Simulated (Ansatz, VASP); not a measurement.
## BeZn3Se4: VASP beside Ansatz

```xyz
8
Lattice="-2.7927 2.7927 5.5664 2.7927 -2.7927 5.5664 2.7927 2.7927 -5.5664" Properties=species:S:1:pos:R:3 pbc="T T T"
Be    0.0000    0.0000    0.0000
Zn    2.7927    0.0000    2.7832
Zn    0.0000    2.7927    2.7832
Zn    0.0000    0.0000    5.5664
Se    1.4894   -1.4894    6.8800
Se    1.3033    1.3033   -1.3136
Se    1.4894    1.4894    4.2528
Se   -1.4894    1.4894    6.8800
```

Alike in both runs: functional PBE; k mesh 3 × 3 × 3; occupations gaussian, width 0.15 eV; no spin polarisation.

Ansatz relaxed the structure, and its values are those at the end. VASP's run is a single point on that final structure, the one shown.

```csv
,VASP,Ansatz
version,VASP 6.6.1,Ansatz 0.2.0
potentials or method,"VASP PAW PBE potentials, release 64 (Be, Zn, Se)","scalar-relativistic, plane waves, PAW"
plane-wave cutoff (eV),520,420
valence electrons in the cell,62,102
```

VASP gave:

| Property | Result |
| --- | --- |
| gap on the k mesh at the Fermi level (eV) | 1.77 |
| least direct gap on the mesh (eV) | 1.77 |
| pressure (GPa) | 0.6 |
| rms of the force components (eV/Å) | 0.020 |

Q: Estimate Ansatz's values.

A: gap on the k mesh at the Fermi level (eV): 1.77; least direct gap on the mesh (eV): 1.77; pressure (GPa): 0.3; rms of the force components (eV/Å): 0.016.

The two sets of potentials don't hold the same shells in valence.

Caveats: the k mesh is coarse (spacing up to 0.53 Å⁻¹), so the values aren't converged. As with any semilocal functional, this PBE gap is likely too small.
